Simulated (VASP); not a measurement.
Given:

```
Ta
1.0
   -1.64195     1.64195     1.64195
    1.64195    -1.64195     1.64195
    1.64195     1.64195    -1.64195
Ta
1
Direct
  0.00000   0.00000   0.00000
```

All values below come from PBEsol GGA, VASP's PBE PAW potentials (set 64) (plane waves; VASP). Settings: 400 eV cut-off, Gaussian smearing of 0.050 eV, potentials Ta_pv.

Give the energies of bands 4 to 8 at the high-symmetry points, in eV from the Fermi level.

```csv
band,Γ,H,N,P
4,-7.97,-3.90,-4.45,-1.22
5,0.74,-3.90,-1.59,-1.22
6,0.74,7.00,1.71,-1.22
7,0.74,7.00,3.96,5.19
8,4.07,7.00,5.01,5.19
```

It has no gap at this level: it comes out as a metal or semimetal.

The structure comes from a measured Ta entry (Im-3m) of the Crystallography Open Database, whose conditions weren't checked. It was relaxed first.
